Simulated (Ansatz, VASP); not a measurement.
**Cross-check of In2S between VASP and Ansatz**

Wanted: the spread between two codes on one cell, functional and k mesh. The cell is generated by rule, not measured, and may not be a known phase. Of the first pair: The two relaxations start from unlike cells of this crystal (the structure described is Ansatz's start), so only their ends are compared.

Method: plane waves, with VASP 6.6.1 beside it; relaxation of cell and atoms at PBEsol and zone-centre phonons at PBEsol, in Ansatz 0.2.0.

The structure was built from a prototype and need not be the compound's stable phase.

## 1. The structure

Symmetry: Cmcm, No. 63, orthorhombic system. Conventional cell: a = 6.978 Å, b = 6.978 Å, c = 6.978 Å, α = 90.00°, β = 90.00°, γ = 90.00°. S has 4 In at 2.77 Å nearest. Nearest to In lie 2 S at 2.77 Å. Farther neighbours and most contacts between anions are not listed.

As a file:

```xyz
6
Lattice="0.0000 -3.4891 -3.4891 0.0000 3.4891 -3.4891 6.9781 0.0000 0.0000" Properties=species:S:1:pos:R:3 pbc="T T T"
S     3.4891    0.0000   -4.0891
S     0.0000    0.0000   -6.3781
In    5.2336    1.6675   -1.7445
In    1.7445   -1.6675   -1.7445
In    1.7445    1.6675   -1.7445
In    5.2336   -1.6675   -1.7445
```

## 2. VASP: relaxation of cell and atoms, PBEsol

The relaxed volume is the usual yardstick between codes: in a stiff, nearly cubic crystal its relative difference is about their pressure difference at one cell divided by the bulk modulus.

Lines of VASP's logs that name or quote its potential files are left out, and so is its time.

Input file INCAR:

```
SYSTEM = In2S
PREC = Accurate
ENCUT = 500
EDIFF = 1E-07
NELM = 120
ISMEAR = 1
SIGMA = 0.15
LREAL = .FALSE.
ALGO = Normal
GGA = PS
NBANDS = 39
LORBIT = 11
LWAVE = .FALSE.
LCHARG = .FALSE.
ISIF = 3
IBRION = 2
NSW = 80
EDIFFG = -0.005
LASPH = .TRUE.
GGA_COMPAT = .FALSE.
NELMIN = 4
KPAR = 2
```

Input file POSCAR:

```
In2S
1.0
    0.0000000000     -3.4190685090     -2.9748718607
    0.0000000000      3.4190685090     -2.9748718607
    7.8320206525      0.0000000000      0.0000000000
S In
2 4
Direct
    0.7497213811      0.7497213811      0.5000000000
    0.7502786189      0.7502786189      0.0000000000
    0.0184747531      0.4815252469      0.7500000000
    0.4815252469      0.0184747531      0.2500000000
    0.0184747531      0.4815252469      0.2500000000
    0.4815252469      0.0184747531      0.7500000000
```

Input file KPOINTS:

```
Automatic mesh
0
Gamma
6 6 6
0 0 0
```

Potentials, in the order of the species: S and In_d (PBE family, release 64).

On the command line:

```console
> mpirun -np 2 vasp_std
```

Numbers of over 12 decimals in the logs are rounded to 6 here.

What it wrote:

```text
[banner, memory and clock lines left out]
running    2 mpi-ranks, on    1 nodes
 distrk:  each k-point on    1 cores,    2 groups
 distr:  one band on    1 cores,    1 groups

 POSCAR found type information on POSCAR S In
 POSCAR found :  2 types and       6 ions
|                                                                             |
|               ----> ADVICE to this user running VASP <----                  |
|                                                                             |
|     You enforced a specific xc type in the INCAR file but a different       |
|     [... a line on the potential file left out ...]
|     I HOPE YOU KNOW WHAT YOU ARE DOING!                                     |
|                                                                             |

 LDA part: xc-table for (Slater+PW92), standard interpolation
 POSCAR, INCAR and KPOINTS ok, starting setup
 FFT: planning ... GRIDC
 FFT: planning ... GRID_SOFT
 FFT: planning ... GRID
 WAVECAR not read
 entering main loop
       N       E                     dE             d eps       ncg     rms          rms(c)
DAV:   1     0.644712907226E+03    0.64471E+03   -0.29451E+04  4056   0.199E+03
DAV:   2     0.642807641096E+02   -0.58043E+03   -0.56570E+03  4063   0.501E+02
DAV:   3    -0.175110937841E+02   -0.81792E+02   -0.78865E+02  5045   0.198E+02
DAV:   4    -0.223354741257E+02   -0.48244E+01   -0.47877E+01  4838   0.489E+01
DAV:   5    -0.225435646256E+02   -0.20809E+00   -0.20804E+00  5520   0.922E+00    0.103E+01
DAV:   6    -0.216760497927E+02    0.86751E+00   -0.18125E+00  5940   0.159E+01    0.631E+00
DAV:   7    -0.217021053112E+02   -0.26056E-01   -0.82112E-01  5765   0.475E+00    0.175E+00
DAV:   8    -0.216900431473E+02    0.12062E-01   -0.77600E-02  5892   0.245E+00    0.102E+00
DAV:   9    -0.216892768866E+02    0.76626E-03   -0.15793E-02  5510   0.918E-01    0.489E-01
DAV:  10    -0.216893346790E+02   -0.57792E-04   -0.20345E-03  6226   0.345E-01    0.223E-01
DAV:  11    -0.216893488021E+02   -0.14123E-04   -0.13906E-04  6266   0.994E-02    0.119E-01
DAV:  12    -0.216893714215E+02   -0.22619E-04   -0.86728E-05  5918   0.555E-02    0.250E-02
DAV:  13    -0.216893733340E+02   -0.19124E-05   -0.82919E-06  5268   0.186E-02    0.201E-02
DAV:  14    -0.216893733025E+02    0.31432E-07   -0.10341E-06  4572   0.710E-03    0.111E-02
DAV:  15    -0.216893737464E+02   -0.44385E-06   -0.93057E-07  4759   0.378E-03    0.174E-03
DAV:  16    -0.216893736980E+02    0.48371E-07   -0.39816E-08  2721   0.156E-03
   1 F= -.21689374E+02 E0= -.21690427E+02  d E =-.216894E+02
 curvature:   0.00 expect dE= 0.000E+00 dE for cont linesearch  0.000E+00
 trial: gam= 0.00000 g(F)=  0.288E-05 g(S)=  0.133E-04 ort = 0.000E+00 (trialstep = 0.100E+01)
 search vector abs. value=  0.162E-04
 bond charge predicted
       N       E                     dE             d eps       ncg     rms          rms(c)
DAV:   1    -0.216895402992E+02   -0.16655E-03   -0.51657E-03  5186   0.853E-01    0.859E-02
DAV:   2    -0.216894032233E+02    0.13708E-03   -0.44718E-04  5222   0.266E-01    0.291E-02
DAV:   3    -0.216893836389E+02    0.19584E-04   -0.71591E-05  5442   0.104E-01    0.121E-02
DAV:   4    -0.216893840212E+02   -0.38238E-06   -0.63629E-06  6081   0.191E-02    0.644E-03
DAV:   5    -0.216893846997E+02   -0.67846E-06   -0.62387E-07  4737   0.706E-03    0.277E-03
DAV:   6    -0.216893851143E+02   -0.41462E-06   -0.15453E-07  2871   0.322E-03    0.681E-04
DAV:   7    -0.216893851543E+02   -0.39956E-07   -0.30938E-08  2441   0.187E-03
   2 F= -.21689385E+02 E0= -.21690430E+02  d E =-.114563E-04
 trial-energy change:   -0.000011  1 .order   -0.000011   -0.000016   -0.000007
 step:   1.7189(harm=  1.7189)  dis= 0.00032  next Energy=   -21.689388 (dE=-0.139E-04)
 reached required accuracy - stopping structural energy minimisation
```

Parts of OUTCAR (step 2):

```text
ion  position               nearest neighbor table
   1  0.750  0.750  0.500-   3 2.68   4 2.68   5 2.68   6 2.68
   2  0.750  0.750  0.000-   3 2.68   4 2.68   5 2.68   6 2.68
   3  0.018  0.482  0.750-   1 2.68   2 2.68   6 2.99   6 2.99   6 3.17   6 3.67   5 3.92   5 3.92

  LATTYP: Found a base centered orthorhombic cell.
 ALAT       =     5.9497437214
 B/A-ratio  =     1.1493162291
 C/A-ratio  =     1.3163626904

 Subroutine GETGRP returns: Found  8 space group operations
 (whereof  4 operations were pure point group operations)

The static configuration has the point symmetry C_2v.
 The point group associated with its full space group is D_2h.

 Found     52 irreducible k-points:

   k-points           NKPTS =     52   k-points in BZ     NKDIM =     52   number of bands    NBANDS=     39

   dimension x,y,z NGX =    36 NGY =   36 NGZ =   60
   dimension x,y,z NGXF=    72 NGYF=   72 NGZF=  120

   ENCUT  =  500.0 eV  36.75 Ry    6.06 a.u.   8.26  8.26 14.28*2*pi/ulx,y,z

   NELECT =      64.0000    total number of electrons

 k-points in reciprocal lattice and weights: Automatic mesh
   0.00000000  0.00000000  0.00000000       0.005
   0.16666667  0.00000000  0.00000000       0.019
   0.33333333  0.00000000  0.00000000       0.019
   0.50000000  0.00000000  0.00000000       0.009
   0.16666667  0.16666667  0.00000000       0.009
   0.33333333  0.16666667  0.00000000       0.019
   0.50000000  0.16666667  0.00000000       0.019
  -0.33333333  0.16666667  0.00000000       0.019
  -0.16666667  0.16666667  0.00000000       0.009
[...]
-0.33333333  0.33333333  0.50000000       0.009
   0.50000000  0.50000000  0.50000000       0.005

 average (electrostatic) potential at core
       1 -86.0049       2 -86.0049       3 -95.3940       4 -95.3940       5 -95.3940
       6 -95.3940

 E-fermi :   5.3764

 k-point     1 :       0.0000    0.0000    0.0000
  band No.  band energies     occupation
    ...
     29       3.6528      2.00000
     30       3.6590      2.00000
     31       4.8340      2.00000
     32       5.1875      2.07055
     33       5.3943      0.80047
     34       5.9625     -0.00000
     35       7.2128     -0.00000
     36       7.4975     -0.00000
     37      10.2771      0.00000
     38      10.5386      0.00000
    ...

 k-point     2 :       0.1667    0.0000    0.0000
  band No.  band energies     occupation
    ...
     28       2.8407      2.00000
     29       3.1787      2.00000
     30       3.5094      2.00000
     31       4.7877      2.00000
     32       5.2317      2.04225
     33       5.9992     -0.00000
     34       6.5870     -0.00000
     35       7.2227     -0.00000
     36       8.2730     -0.00000
     37       9.5933      0.00000
    ...

 k-point     3 :       0.3333    0.0000    0.0000
  band No.  band energies     occupation
    ...
     28       2.9253      2.00000
     29       2.9355      2.00000
     30       3.4950      2.00000
     31       4.9611      2.00064
     32       5.1544      2.05703
     33       6.9572     -0.00000
     34       7.3396     -0.00000
     35       7.9150     -0.00000
     36       8.5273      0.00000
     37       8.8833      0.00000
    ...

  Total        0.0076910     -0.0120566     -0.0035889      0.0000000      0.0000000      0.0000000
  in kB        0.0773794     -0.1213015     -0.0361082      0.0000000      0.0000000      0.0000000
  external PRESSURE =      -0.0266768 kB  Pullay stress =       0.0000000 kB

  energy-cutoff  :      500.00
  volume of cell :      159.25
      direct lattice vectors                 reciprocal lattice vectors
     0.000000000 -3.418046153 -2.974655374     0.000000000 -0.146282402 -0.168086698
     0.000000000  3.418046153 -2.974655374     0.000000000  0.146282402 -0.168086698
     7.831160306  0.000000000  0.000000000     0.127694998  0.000000000  0.000000000

 POSITION                                       TOTAL-FORCE (eV/Angst)
 -----------------------------------------------------------------------------------
      3.91558      0.00000     -4.46036         0.000000     -0.000000     -0.000789
      0.00000      0.00000     -4.46360         0.000000     -0.000000      0.000789
      5.87337      1.58254     -1.48733        -0.000000     -0.004985     -0.000000
      1.95779     -1.58254     -1.48733        -0.000000      0.004985     -0.000000
      1.95779      1.58254     -1.48733         0.000000     -0.004985     -0.000000
      5.87337     -1.58254     -1.48733        -0.000000      0.004985     -0.000000
 -----------------------------------------------------------------------------------
    total drift:                               -0.000000      0.000000     -0.000000

  FREE ENERGIE OF THE ION-ELECTRON SYSTEM (eV)
  ---------------------------------------------------
  free  energy   TOTEN  =       -21.6893851543 eV

  energy  without entropy=      -21.6925192991  energy(sigma->0) =      -21.69042987

 reached required accuracy - stopping structural energy minimisation

 total charge
# of ion       s       p       d       tot
------------------------------------------
    1        1.351   2.307   0.000   3.658
    2        1.351   2.307   0.000   3.658
    3        0.996   0.480   9.865  11.341
    4        0.996   0.480   9.865  11.341
    5        0.996   0.480   9.865  11.341
    6        0.996   0.480   9.865  11.341
--------------------------------------------------
tot          6.685   6.535  39.461  52.681

[... 3 further parts left out ...]
```

The run keeps the 8 symmetry operations of its start, so it cannot find a distortion of lower symmetry.

## 3. Ansatz: relaxation of cell and atoms, PBEsol

Ansatz runs on its default PAW (the set named soft_2) files.

Its own start cell and the same functional, mesh and smearing now go to Ansatz, which takes its cutoff from its data sets.

Input file input.yaml:

```yaml
crystal:
  lattice:
    - [0.0, -3.4890740757, -3.4890740757]
    - [0.0, 3.4890740757, -3.4890740757]
    - [6.9781481514, 0.0, 0.0]
  atoms:
    - { symbol: S, position: [0.5859826973, 0.5859826973, 0.5] }
    - { symbol: S, position: [-0.0859826973, -0.0859826973, 0.0] }
    - { symbol: In, position: [0.0110413131, 0.4889586869, 0.75] }
    - { symbol: In, position: [0.4889586869, 0.0110413131, 0.25] }
    - { symbol: In, position: [1.0110413131, 0.4889586869, 0.25] }
    - { symbol: In, position: [0.4889586869, 0.0110413131, 0.75] }
kpoints:
  mp_grid: { grid: [6, 6, 6] }
hamiltonian:
  xc: pbesol
scf:
  occupations: { method: methfessel_paxton, width: 0.15 }
output:
  forces: true
  stress: true
  eigenvalues: true
relax:
  adjacent_minimum: "off"
  f_tol: 0.002
  max_steps: 120
  cell: { stress_tol: 0.03 }
```

On the command line:

```console
> ansatz run input.yaml --threads 4 --pin off --max-ram 7168MiB --backend cpu --events-out ev --progress --plain --runs-dir out
```

What it wrote:

```text
Engine: ansatz 0.2.0, x86_64-unknown-linux-gnu
Pseudopotentials: kind: paw
Pseudopotential: S, paw, valence charge 6, recommended cutoff 420 eV (normal), S.paw.azcp
Pseudopotential: In, paw, valence charge 13, recommended cutoff 420 eV (normal), In.paw.azcp
Functional definition: PBEsol
  exchange = pbesol_x
  correlation = pbesol_c
Crystal: 6 atoms, lattice volume = 169.899 Å³
Basis set: ecut = 420 eV, 3299 PW (Γ), exchange–correlation on 72×72×96 points (8 copies of the dense FFT grid, shifted against one another)
Bands: 39, of which v1, the nominal top of the filled ones, is band 32 counted from 1 (31 counted from 0)
Symmetry: 8 space group operations
Space group: Cmcm (ITA 63), of the structure as read, at distance tolerance 5.5e-5 Å
k-points: 52 of 216
Non-local potential: S, projectors of the file, l = 0: 2, l = 1: 2, l = 2: 2
Non-local potential: In, projectors of the file, l = 0: 2, l = 1: 2, l = 2: 2, l = 3: 2
PAW form: soft (Blöchl's): semilocal exchange-correlation on the pseudo side does not see the compensation charge
PAW frozen core: S, regenerated for the run's functional, and the local potential with it (the file was generated under x = pbe(κ = 0.804, μ = 0.219515), c = pbe(β = 0.066725))
PAW frozen core: In, regenerated for the run's functional, and the local potential with it (the file was generated under x = pbe(κ = 0.804, μ = 0.219515), c = pbe(β = 0.066725))
PAW one-centre angular grid: S, 110 points (default); XC on 64 Gauss nodes
PAW one-centre angular grid: In, 590 points (default); XC on 64 Gauss nodes
Initial density: superposition of atomic densities (neutral atoms: chi_scale 0, normalization atom), corrected by the library's trained network
Initial wavefunctions: pseudopotential atomic-orbital guess
Functional: x = pbesol(κ = 0.804, μ = 0.123457), c = pbesol(β = 0.046)
SCF iter   1: F=—  HF=-23871.913208 eV  |F-HF|=—  |Δ(HF+E_count)|=         —  Δρ=4.20e-3  dr2=4.80e-2  ethr=1.77e-3  ⟨swp⟩=6.6  Hψ=8246  notcnv=0
preconditioner: auto → LDOS  [metal: Δε(μ)=0.095 eV  Ē_g=13.161 eV  σ=0.150 eV  W_gap=0.45  n_scr=36 (ndim 8)  ℏωp=22.8 eV  f_vac=0.031  D(μ)=1.56/eV (n_scr^D=6)  β→1.0]
SCF iter   2: F=—  HF=-23871.905441 eV  |F-HF|=—  |Δ(HF+E_count)|=   7.77e-3  S|Δr|=    0.00e0  Δρ=2.80e-3  dr2=1.85e-2  ethr=7.49e-5  ⟨swp⟩=2.0  Hψ=4113  notcnv=0
SCF iter   3: F=—  HF=-23871.898964 eV  |F-HF|=—  |Δ(HF+E_count)|=   6.48e-3  S|Δr|=    0.00e0  Δρ=5.86e-4  dr2=9.47e-4  ethr=2.89e-5  ⟨swp⟩=2.0  Hψ=3623  notcnv=0
SCF iter   4: F=—  HF=-23871.898703 eV  |F-HF|=—  |Δ(HF+E_count)|=   2.61e-4  S|Δr|=    0.00e0  Δρ=1.34e-4  dr2=3.24e-5  ethr=1.48e-6  ⟨swp⟩=2.0  Hψ=3625  notcnv=0
SCF iter   5: F=—  HF=-23871.898787 eV  |F-HF|=—  |Δ(HF+E_count)|=   8.40e-5  S|Δr|=    0.00e0  Δρ=4.01e-5  dr2=3.26e-6  ethr=5.06e-8  ⟨swp⟩=2.0  Hψ=3629  notcnv=0
SCF iter   6: F=—  HF=-23871.898787 eV  |F-HF|=—  |Δ(HF+E_count)|=   5.43e-8  S|Δr|=    0.00e0  Δρ=7.56e-6  dr2=1.26e-7  ethr=5.09e-9  ⟨swp⟩=2.0  Hψ=3629  notcnv=0
SCF iter   7: F=-23871.898787 eV  HF=-23871.898787 eV  |F-HF|=1.20e-9  |Δ(HF+E_count)|=   1.08e-7  S|Δr|=    0.00e0  Δρ=1.32e-6  dr2=3.13e-9  ethr=1.56e-10  ⟨swp⟩=8.8  Hψ=8574  notcnv=0
SCF 1 converged in 7 iterations: F = -23871.898787 eV  dr2 = 3.13e-9
  greatest PAW one-centre occupation: 0.983 electrons in one spin orbital (limit 2), on the In atom at site 5 (counted from 0), in its partial waves of l = 2
relax step   1: F+E_penalty+E_count = -23871.89878664 eV  Δ(F+E_penalty+E_count) = +0.000e0 eV  max|allowed force component| = 3.890e-1 eV/Å  Δτ_max = 0.0000 Å  P = -0.275 GPa  Ω = 169.899 Å³  (7 SCF iters, dr2 threshold 1.00e-7 eV, accepted)
[...]
relax step  18: F+E_penalty+E_count = -23872.43136743 eV  Δ(F+E_penalty+E_count) = -6.669e-5 eV  max|allowed force component| = 2.397e-4 eV/Å  Δτ_max = 0.0011 Å  P = -0.002 GPa  Ω = 159.320 Å³  energy of the carried Pulay correction = -9.056e-6 eV  (5 SCF iters, dr2 threshold 1.03e-8 eV, accepted)
[...]
relax step  19: F+E_penalty+E_count = -23872.43137606 eV  Δ(F+E_penalty+E_count) = -8.635e-6 eV  max|allowed force component| = 2.433e-4 eV/Å  Δτ_max = 0.0000 Å  P = -0.002 GPa  Ω = 159.320 Å³  stress off target by 7.64e-3 GPa  SCF on the basis re-selected at this cell (its energy is not comparable with the rows above)  (5 SCF iters)
basis re-selected at this cell: Δ(F+E_penalty+E_count) = -8.635e-6 eV, ΔP = -0.000 GPa vs the last step (what re-selecting the basis moved, of the pressure what is left beyond the Pulay correction that the steps carried, after the strain that the cell walked since its last selection, with what the two solves' SCF thresholds leave and, on support functions, any second-order correction that the steps lacked; it is no m [...]
SCF converged after 5 iterations
Stability not checked: this state was not tested for a lower state beside it, because cold or Methfessel-Paxton smearing, or corrected tetrahedra, fill the levels in a way that the test cannot read (fill_not_monotonic; see scf.lower_state_search)
Free energy (F): -23872.431376 eV
Harris-Foulkes:  -23872.431376 eV  (|F-HF|=7.28e-12)
Internal energy: -23872.434450 eV  (E = F + TS)
E sigma→0 (E₀):  -23872.432145 eV
Entropy (-TS):   0.003074 eV (0.512 meV/atom)
Fermi energy:    7.476196 eV
--- Per-component energies (eV) ---
  E_band       = -205.380290
  E_kinetic    = 1178.352400
  E_local      = -5229.375841  (includes V_loc(G=0)·N_el)
  E_nonlocal   = 1528.519656
  E_hartree    = 2048.342948
  E_xc         = -1047.188671
  E_vxc        = -574.710810  (∫ρ·V_xc dr)
  E_paw        = -17494.374474  (= ΣΔE_a)
  E_vpaw       = -1204.851522  (= ΣTr[D̂ρ^β])
  E_aug_tail   = 0.000103  (compensation charges beyond the density's cutoff)
  E_ewald      = -4857.778079
  E_core_change = 1.067509  (= ΣΔE_core)
  E_smearing   = 0.003074  (= −TS)
  E_closure    = 0.000000  (closes the sum)
  Σ components = -23872.431376   (vs F -23872.431376, Δ=0.00e0)
--- Forces (eV/Å), atoms counted from 1 ---
  atom   1  S      0.00000000    -0.00000000     0.00011403
  atom   2  S     -0.00000000     0.00000000    -0.00011403
  atom   3  In    -0.00000000     0.00024328     0.00000000
  atom   4  In     0.00000000    -0.00024328     0.00000000
  atom   5  In    -0.00000000     0.00024328     0.00000000
  atom   6  In     0.00000000    -0.00024328     0.00000000
  max |Σ_I F_I| component: 1.11e-16 eV/Å
--- Stress (GPa, compression-positive) ---
        0.005572       0.000000      -0.000000
        0.000000      -0.007638      -0.000000
       -0.000000      -0.000000      -0.004943
  P = ⅓ Tr σ = -0.0023 GPa (-0.023 kbar)
--- Band table (eV; the first three rows and the last of 52) ---
  k-point 0: bands = [... 28 lower, 5.7470, 5.7642, 6.9346, 7.2824, 7.4914, 8.0667, 9.3113, 9.5896, ... 3 higher]
  k-point 1: bands = [... 28 lower, 5.5097, 5.7405, 6.9922, 7.5209, 7.8706, 7.9614, 9.5306, 9.6327, ... 3 higher]
  k-point 2: bands = [... 28 lower, 5.5201, 5.6778, 7.1585, 7.7063, 8.0974, 8.7031, 9.2851, 10.4288, ... 3 higher]
  k-point 51: bands = [... 28 lower, 4.4795, 4.4795, 6.0561, 6.0561, 7.8432, 7.8432, 10.3799, 10.3799, ... 3 higher]
--- Relaxed structure (17 steps of the walk, 17 accepted, 2 SCFs on fresh bases) ---
  F+E_penalty+E_count = -23872.43137606 eV   max|allowed force component| = 2.433e-4 eV/Å   (the final SCF, on the basis selected at the relaxed cell)
  cell:  # Å, volume = 159.3199 Å³
    - [0.0, -3.418804, -2.976450]
    - [0.0, 3.418804, -2.976450]
    - [7.828296, 0.0, 0.0]
  atoms:
    - { symbol: S, position: [0.750039, 0.750039, 0.500000] }
    - { symbol: S, position: [-0.250039, -0.250039, 0] }
    - { symbol: In, position: [0.018510, 0.481490, 0.75] }
    - { symbol: In, position: [0.481490, 0.018510, 0.250000] }
    - { symbol: In, position: [1.018510, 0.481490, 0.250000] }
    - { symbol: In, position: [0.481490, 0.018510, 0.75] }
```

## 4. Comparison

Known differences besides the potentials themselves: the cutoff is 420 eV in Ansatz and 500 eV in VASP; Ansatz makes its cores anew for this functional, VASP keeps those of its PBE data sets; Ansatz adds a Pulay correction to the stress that steers its cell, VASP none. Total energies have different zeros and are not compared.

Both answers:

```tsv
quantity	Ansatz	VASP	difference
volume (Å³)	159.32	159.25	+0.05 %
edge a after relaxation, in the typed setting (Å)	4.533	4.531	+0.04 %
edge c after relaxation, in the typed setting (Å)	7.828	7.831	-0.04 %
```

(Continued in part 2 of 2.)

[Lines on the potential files, build, host, timing and source positions are cut from VASP's logs without a mark.]

[Logs are printed without paths, hosts, clocks, repeated set-up lines and the standing remarks that a program may print on its own settings, such as how far it seeks lower states.]

[Hosts, paths, dates, database ids (printed as entryN), source tags and the programs' standing remarks are cut or masked in the printed files.]
